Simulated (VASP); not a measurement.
Given:

```
CELL_PARAMETERS angstrom
      0.00000     2.23201     2.23201
      2.23201     0.00000     2.23201
      2.23201     2.23201     0.00000
ATOMIC_POSITIONS crystal
  Ga 0.00000 0.00000 0.00000
  N  0.25000 0.25000 0.25000
```

These are LDA (Ceperley-Alder, Perdew-Zunger), VASP's LDA PAW potentials (set 64) (plane waves; VASP) values and carry that method's errors. Numerical set-up: 620 eV cut-off, 10×10×10 Γ-centred mesh, Gaussian smearing of 0.050 eV, potentials Ga_d N.

Q: Predict the energy per atom (σ→0), band gap (on the k-mesh) with the smallest direct gap where there is one.

A: 
| Item | Result |
|---|---|
| band gap (on the k-mesh) | 1.93 eV |
| smallest direct gap (on the k-mesh) | 1.93 eV |
| energy per atom (σ→0) | -6.972 eV/atom |

The compound is GaN in the zinc blende structure, a metastable form; wurtzite is the usual one. It was relaxed first.
